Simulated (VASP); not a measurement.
Runs of VASP 6.6.1 on Al. The structure is cubic, space group Fm-3m (No. 225). Conventional cell: a = 4.050 Å, b = 4.050 Å, c = 4.050 Å, α = 90.00°, β = 90.00°, γ = 90.00°. Around Al (site symmetry m-3m) lie 12 Al at 2.86 Å. 

```csv
level,potentials or basis,gap on the mesh (eV),pressure (GPa),relaxed volume (Å³/atom)
LDA,"VASP PAW LDA potentials, release 64 (Al)",none,0.0,15.82
PBEsol,"VASP PAW PBE potentials, release 64 (Al)",none,0.0,16.19
PBE,"VASP PAW PBE potentials, release 64 (Al)",none,0.1,(a)
r2SCAN,"VASP PAW PBE potentials, release 64 (Al)",none,0.0,15.86
```

Alike in all rows: task relaxation of cell and atoms; no spin polarisation; cell relaxed; k mesh 27 × 27 × 27; cutoff (eV) 600; smearing fermi-dirac 0.05 eV.

Q: Fill in the values left out.

A: (a) 16.46.

Caveats: the PAW data sets were made with another functional, which shifts forces and pressure a little (some runs).

A k mesh can miss the band edges.

A gap of «none» marks a metal or a gap under the smearing width.

Not every run made on this cell is shown here.
